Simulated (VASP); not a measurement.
All values below come from PBE GGA with spin-orbit coupling, VASP's PBE PAW potentials (set 64) (plane waves; VASP 6.6.1).

VASP input:

### POSCAR
```
Rb
1
   -2.7826250000     2.7826250000     2.7826250000
    2.7826250000    -2.7826250000     2.7826250000
    2.7826250000     2.7826250000    -2.7826250000
Rb
1
Direct
  0.0000000000   0.0000000000   0.0000000000
```

**INCAR**
```
! general
SYSTEM        = Rb
PREC          = Accurate
ENCUT         = 300
LREAL         = .False.
LASPH         = .True.

! electronic loop
EDIFF         = 1E-6
NELM          = 100
ALGO          = Normal
LMAXMIX       = 4

! smearing
ISMEAR        = 0
SIGMA         = 0.272

! functional
GGA           = PE
GGA_COMPAT    = .False.

! spin
MAGMOM        = 3*0.0
LSORBIT       = .True.
LNONCOLLINEAR = .True.

! ions
ISIF          = 2

! output
LWAVE         = .False.
LCHARG        = .False.
LORBIT        = 11
```

### KPOINTS
```
K-points
0
G
  11 11 11
0 0 0
```

POTCAR, in this order: Rb_sv (PBE.64 set). Program: vasp_ncl.

Problem. What does the run give for the energy per atom (σ→0), band gap (on the k-mesh)?

Solution. 
```json
{
  "energy per atom (σ→0)": "-0.960 eV/atom",
  "band gap (on the k-mesh)": "none (metal, semimetal or under 0.01 eV)"
}
```

File OSZICAR:
```
...
DAV:   5    -0.975142885774E+00   -0.15067E-02   -0.15067E-02  2640   0.607E-01    0.186E+00
DAV:   6    -0.975343359785E+00   -0.20047E-03   -0.17494E-03  2496   0.318E-01    0.112E+00
DAV:   7    -0.975629582361E+00   -0.28622E-03   -0.50547E-04  2648   0.163E-01    0.664E-01
DAV:   8    -0.976092524788E+00   -0.46294E-03   -0.11065E-03  2208   0.247E-01    0.355E-02
DAV:   9    -0.976155809247E+00   -0.63284E-04   -0.55673E-05  2288   0.617E-02    0.152E-02
DAV:  10    -0.976164439092E+00   -0.86298E-05   -0.82209E-06  2552   0.237E-02    0.450E-03
DAV:  11    -0.976164019455E+00    0.41964E-06   -0.93119E-07  1872   0.776E-03
   1 F= -.97616402E+00 E0= -.95999327E+00  d E =-.323415E-01  mag=    -0.0000     0.0000    -0.0000
```

The structure is a typed Rb crystal. The cell was not relaxed at this level. The run is one of a series of settings (GGA_COMPAT = .FALSE., LNONCOLLINEAR = .TRUE., LSORBIT = .TRUE., MAGMOM = 0.0 0.0 0.0, program vasp_ncl against the base run), some of them coarse on purpose.
